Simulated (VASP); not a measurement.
Here is the system:

```xyz
4
Lattice="3.2982 0.0000 0.0000 -1.6491 2.8564 0.0000 0.0000 0.0000 3.8997" Properties=species:S:1:pos:R:3 pbc="T T T"
Mn     0.0000     1.9042     3.6560
Mn     1.6491     0.9521     1.7062
C      0.0000     1.9042     1.7060
C      1.6491     0.9521     3.6558
```
Starting moments (μB, in the order of the record's atoms Mn Mn C C): 1.2 1.2 -0.1 -0.1.

Calculation: PBEsol GGA, VASP's PBE PAW potentials (set 64) (plane waves; VASP). Run with 520 eV cut-off, Gaussian smearing of 0.050 eV, potentials Mn_pv C.

Task: Give the spin-up energies of bands 9 to 21 at the high-symmetry points, in eV from the Fermi level.

Result: 
```tsv
band	Γ	M	K	A	L	H
9	-5.19	-6.50	-5.71	-5.59	-7.27	-6.98
10	-5.17	-4.70	-4.40	-5.59	-7.27	-6.98
11	-5.17	-4.49	-4.40	-5.59	-4.81	-5.21
12	-4.96	-4.10	-4.15	-5.59	-4.81	-5.21
13	-4.96	-3.77	-4.15	-5.49	-4.36	-4.20
14	-2.67	-3.27	-3.96	-5.49	-4.36	-4.20
15	-2.67	-2.48	-2.72	-0.97	-1.26	-2.19
16	-1.58	-1.83	-1.66	-0.97	-1.26	-2.19
17	-0.76	-0.59	-0.66	-0.97	-1.22	-0.09
18	-0.76	-0.42	-0.66	-0.97	-1.22	-0.09
19	1.36	-0.31	-0.20	4.00	0.53	0.39
20	3.17	1.03	-0.15	4.00	0.53	0.39
21	3.63	1.45	1.36	4.89	1.90	0.69
```

Task: Give the spin-down energies of bands 9 to 21 at the high-symmetry points, in eV from the Fermi level.

Result: 
```json
[
 {"band": "9", "Γ": "-5.20", "M": "-6.34", "K": "-5.67", "A": "-5.25", "L": "-7.07", "H": "-6.77"},
 {"band": "10", "Γ": "-4.82", "M": "-4.25", "K": "-4.01", "A": "-5.25", "L": "-7.07", "H": "-6.77"},
 {"band": "11", "Γ": "-4.82", "M": "-4.15", "K": "-4.01", "A": "-5.14", "L": "-4.51", "H": "-4.94"},
 {"band": "12", "Γ": "-4.50", "M": "-3.93", "K": "-3.98", "A": "-5.14", "L": "-4.51", "H": "-4.94"},
 {"band": "13", "Γ": "-4.50", "M": "-3.55", "K": "-3.98", "A": "-5.14", "L": "-3.94", "H": "-3.88"},
 {"band": "14", "Γ": "-1.56", "M": "-2.23", "K": "-3.02", "A": "-5.14", "L": "-3.94", "H": "-3.88"},
 {"band": "15", "Γ": "-1.56", "M": "-1.93", "K": "-1.83", "A": "0.27", "L": "-0.30", "H": "-1.20"},
 {"band": "16", "Γ": "-0.82", "M": "-0.94", "K": "-1.06", "A": "0.27", "L": "-0.30", "H": "-1.20"},
 {"band": "17", "Γ": "0.53", "M": "0.46", "K": "0.22", "A": "0.27", "L": "-0.05", "H": "1.04"},
 {"band": "18", "Γ": "0.53", "M": "0.50", "K": "0.42", "A": "0.27", "L": "-0.05", "H": "1.04"},
 {"band": "19", "Γ": "1.15", "M": "1.03", "K": "0.42", "A": "4.36", "L": "1.60", "H": "1.30"},
 {"band": "20", "Γ": "3.87", "M": "1.83", "K": "1.15", "A": "4.36", "L": "1.60", "H": "1.30"},
 {"band": "21", "Γ": "4.38", "M": "1.97", "K": "2.10", "A": "5.47", "L": "2.58", "H": "1.78"}
]
```

It has no gap at this level: it comes out as a metal or semimetal.

The structure was generated: MnC was put into the wurtzite type (P6_3mc), which need not be its known phase. It was relaxed first, which changed the volume by -40 %. The relaxed cell has space group P6_3/mmc.
